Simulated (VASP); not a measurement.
```
MgZn3S4
1.0
    6.27474     0.00000    -0.00027
    0.00000     3.83330     0.00000
   -0.00553     0.00000     6.65331
Mg Zn S
1 3 4
Direct
  0.50029   0.00000   0.66642
  0.49947   0.50000   0.16700
  0.99962   0.50000   0.83657
  0.99894   0.00000   0.32979
  0.11184   0.00000   0.66538
  0.12708   0.50000   0.16737
  0.63096   0.50000   0.84421
  0.62789   0.00000   0.32318
```

Computed with PBEsol GGA, VASP's PBE PAW potentials (set 64) (plane waves; VASP 6.6.1). Numerical set-up: 400 eV cut-off, Gaussian smearing of 0.050 eV, potentials Mg Zn S.

Q: Give the energies of bands 23 to 36 at the high-symmetry points, in eV from the valence-band maximum.

A: 
```
band      Γ      Z      D      B      A      E     C2     Y2
----  -----  -----  -----  -----  -----  -----  -----  -----
23    -3.00  -3.35  -3.41  -2.68  -2.66  -3.82  -3.39  -2.44
24    -2.06  -3.04  -3.15  -2.30  -1.78  -1.66  -2.55  -1.60
25    -1.58  -2.86  -2.78  -1.73  -1.66  -1.63  -2.47  -1.59
26    -0.83  -2.78  -2.09  -1.67  -1.55  -1.56  -2.27  -1.37
27    -0.83  -2.51  -2.03  -1.35  -1.27  -1.55  -2.23  -1.33
28    -0.80  -1.61  -1.57  -0.68  -1.16  -1.44  -1.40  -0.54
29    -0.06  -1.55  -1.55  -0.50  -1.03  -1.37  -1.37  -0.53
30    -0.01  -1.41  -0.83  -0.46  -0.99  -1.34  -1.28  -0.33
31     0.00  -1.33  -0.74  -0.30  -0.68  -1.25  -1.10  -0.31
32     2.31   4.54   3.55   3.88   4.12   3.46   4.32   3.43
33     3.28   4.70   3.84   4.02   4.21   3.55   4.47   3.47
34     3.86   5.37   4.37   4.07   4.41   3.56   4.52   3.62
35     4.76   5.56   4.89   5.07   4.92   4.13   5.27   4.46
36     5.03   5.92   4.95   5.76   5.67   5.11   6.13   5.24
```

The gap is direct, 2.31 eV, from the valence maximum at Γ to the conduction minimum at Γ.

The structure comes from a computed database's MgZn3S4 entry (Pm); how it stands against other phases isn't given here. It was relaxed first.
